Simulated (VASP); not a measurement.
Here is the system:

```
MnS
1.0
    5.12800     2.55790     2.55790
    2.55790     5.12800     2.55790
    2.55790     2.55790     5.12800
Mn S
2 2
Direct
  0.00000   0.00000   0.00000
  0.50000   0.50000   0.50000
  0.25000   0.25000   0.25000
  0.75000   0.75000   0.75000
```
Starting moments (μB, in the order of the record's atoms Mn Mn S S): 4.1 -4.1 0.0 0.0.

All values below come from PBE GGA, VASP's PBE PAW potentials (set 64) (plane waves; VASP). Settings: 520 eV cut-off, Gaussian smearing of 0.050 eV, potentials Mn_pv S.

Question: Give the spin-up energies of bands 9 to 22 at the high-symmetry points, in eV from the valence-band maximum.

Answer: 
```csv
band,Γ,T,H2,L,S0,F
9,-6.62,-4.85,-5.70,-5.92,-5.76,-6.64
10,-4.16,-4.29,-5.62,-5.59,-5.40,-5.62
11,-4.16,-3.94,-4.85,-4.66,-5.08,-4.13
12,-2.71,-3.94,-4.73,-4.11,-4.63,-4.06
13,-2.71,-2.68,-3.97,-4.08,-4.04,-3.10
14,-2.51,-2.68,-3.76,-3.21,-3.78,-3.06
15,-1.44,-2.61,-2.39,-2.67,-2.39,-3.02
16,-1.44,-2.61,-2.18,-2.33,-2.20,-2.34
17,-1.41,-2.17,-2.13,-2.08,-2.09,-2.16
18,-1.29,0.00,-1.01,-0.70,-1.05,-1.00
19,-1.29,0.00,-0.71,-0.63,-0.72,-0.47
20,1.20,1.10,1.39,0.70,1.36,0.75
21,1.20,1.10,1.44,1.71,1.52,1.80
22,1.32,1.16,1.77,1.90,1.72,1.89
```

Question: Give the spin-down energies of bands 9 to 22 at the high-symmetry points, in eV from the valence-band maximum.

Answer: 
```csv
band,Γ,T,H2,L,S0,F
9,-6.62,-4.85,-5.70,-5.92,-5.76,-6.64
10,-4.16,-4.29,-5.62,-5.59,-5.40,-5.62
11,-4.16,-3.94,-4.85,-4.66,-5.08,-4.13
12,-2.71,-3.94,-4.73,-4.11,-4.63,-4.06
13,-2.71,-2.68,-3.97,-4.08,-4.04,-3.10
14,-2.51,-2.68,-3.76,-3.21,-3.78,-3.06
15,-1.44,-2.61,-2.39,-2.67,-2.39,-3.02
16,-1.44,-2.61,-2.18,-2.33,-2.20,-2.34
17,-1.41,-2.17,-2.13,-2.08,-2.09,-2.16
18,-1.29,0.00,-1.01,-0.70,-1.05,-1.00
19,-1.29,0.00,-0.71,-0.63,-0.72,-0.47
20,1.20,1.10,1.39,0.70,1.36,0.75
21,1.20,1.10,1.44,1.71,1.52,1.80
22,1.32,1.16,1.77,1.90,1.72,1.89
```

The gap is indirect, 0.71 eV, from the valence maximum at T to the conduction minimum at L.

The compound is MnS in the rock salt, AFM-II order structure. It was relaxed first.
